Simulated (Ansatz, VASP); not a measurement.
Two plane-wave programs on Ta5Ru

```
CELL_PARAMETERS angstrom
3.24815 0.00000 0.00000
0.00000 3.24815 0.00000
0.00000 0.00000 9.93252
ATOMIC_POSITIONS crystal
Ta 0.00000 0.00000 0.16926
Ta 0.50000 0.50000 0.34096
Ta 0.50000 0.50000 0.65904
Ta 0.00000 0.00000 0.83074
Ta 0.50000 0.50000 0.00000
Ru 0.00000 0.00000 0.50000
```

Alike in both runs: functional PBE; k mesh 6 × 6 × 2; occupations gaussian, width 0.1 eV; no spin polarisation.

Ansatz relaxed the structure, and its values are those at the end. VASP's run is a single point on that final structure, the one shown.

|  | VASP | Ansatz |
| --- | --- | --- |
| version | VASP 6.6.1 | Ansatz 0.2.0 |
| potentials or method | VASP PAW PBE potentials, release 64 (Ta_pv, Ru_pv) | scalar-relativistic, plane waves, PAW |
| plane-wave cutoff (eV) | 520 | 420 |
| valence electrons in the cell | 69 | 81 |

VASP gave:

| Property | Result |
| --- | --- |
| gap on the k mesh at the Fermi level (eV) | none |
| pressure (GPa) | 0.2 |
| rms of the force components (eV/Å) | 0.015 |

Q: Which values does Ansatz return?

A: gap on the k mesh at the Fermi level (eV): none; pressure (GPa): 0.1; rms of the force components (eV/Å): 0.015.

A gap of «none» marks a metal or a gap that the smearing closes. The two sets of potentials don't hold the same shells in valence.

The runs have no spin-orbit coupling, so splittings on Ta are missing.
